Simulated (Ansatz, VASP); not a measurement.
Two plane-wave programs on B3C

```
B C
1.0
     2.90870    0.00000    0.00000
     0.00000    2.90870    0.00000
     0.00000    0.00000    2.90870
B C
3 1
Direct
  0.00000 0.50000 0.50000
  0.50000 0.00000 0.50000
  0.50000 0.50000 0.00000
  0.00000 0.00000 0.00000
```

Change from the starting cell: species swapped into the SmIn3 type (Pm-3m, No. 221).

Alike in both runs: functional PBE; k mesh 16 × 16 × 16; occupations gaussian, width 0.1 eV; no spin polarisation.

Ansatz relaxed the structure, and its values are those at the end. VASP's run is a single point on that final structure, the one shown.

|  | VASP | Ansatz |
| --- | --- | --- |
| version | VASP 6.6.1 | Ansatz 0.2.0 |
| potentials or method | VASP PAW PBE potentials, release 64 (B, C) | scalar-relativistic, plane waves, PAW |
| plane-wave cutoff (eV) | 520 | 420 |
| valence electrons in the cell | 13 | 13 |

|  | VASP | Ansatz | Ansatz less VASP |
| --- | --- | --- | --- |
| gap on the k mesh at the Fermi level (eV) | none | none | - |
| pressure (GPa) | 0.1 | 0.0 | -0.04 |

A gap of «none» marks a metal or a gap that the smearing closes.
